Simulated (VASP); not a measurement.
Here is a VASP 6.6.1 calculation.

The input INCAR:

```
ALGO = Normal ; EDIFF = 1E-7
ENCUT = 520 ; GGA = CA
ISIF = 2 ; ISMEAR = 1
LASPH = T ; LCHARG = T
LELF = T ; LREAL = F
LVHAR = T ; LWAVE = F
NBANDS = 29 ; NELM = 100
PREC = Accurate ; SIGMA = 0.1
```

Contents of KPOINTS:

```
k-points
0
Gamma
  6 6 6
```

Contents of POSCAR:

```
ZnPt3
1.0
    3.8930000000      0.0000000000      0.0000000000
    0.0000000000      3.8930000000      0.0000000000
    0.0000000000      0.0000000000      3.8930000000
Zn Pt
1 3
Direct
    0.0000000000      0.0000000000      0.0000000000
    0.0000000000      0.5000000000      0.5000000000
    0.5000000000      0.0000000000      0.5000000000
    0.5000000000      0.5000000000      0.0000000000
```

Potentials or basis: VASP PAW LDA potentials, release 64 (Zn, Pt).

Launch:

```console
$ cat potpaw_LDA.64/Zn/POTCAR potpaw_LDA.64/Pt/POTCAR > POTCAR
$ mpirun -np 1 vasp_std > vasp.out
```

Predict the band gap on the k mesh.

none (metal or under the smearing width).

What does it give for the pressure?

-7.9 GPa.

Spin-orbit coupling is left out, which matters for the levels of Pt.
